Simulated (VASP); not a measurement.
Energy against volume of Mg (hcp). Computed with PW91 GGA, VASP's PBE PAW potentials (set 64) (plane waves; VASP). Numerical set-up: 520 eV cut-off, 13×13×7 Γ-centred mesh, first-order Methfessel-Paxton smearing of 0.10 eV, potentials Mg.

Shape and ions are relaxed at each volume.

```csv
V (Å³/atom),E (eV/atom)
22.149,-1.46988
22.835,-1.47250
23.520,-1.47057
24.205,-1.46475
```

**Question.** Fit these four points and predict the energy of the run at 21.464 Å³/atom.

**Answer.** A cubic in V^(−2/3), the third-order Birch-Murnaghan form, passes through the four points with V0 = 22.87 Å³/atom and B0 = 35 GPa, and gives -1.4620 eV/atom there. The run gave -1.4619 eV/atom, +0.1 meV/atom from the fit; all five points give B0 = 35 GPa.

The compound is Mg in the hcp structure. It was relaxed first.
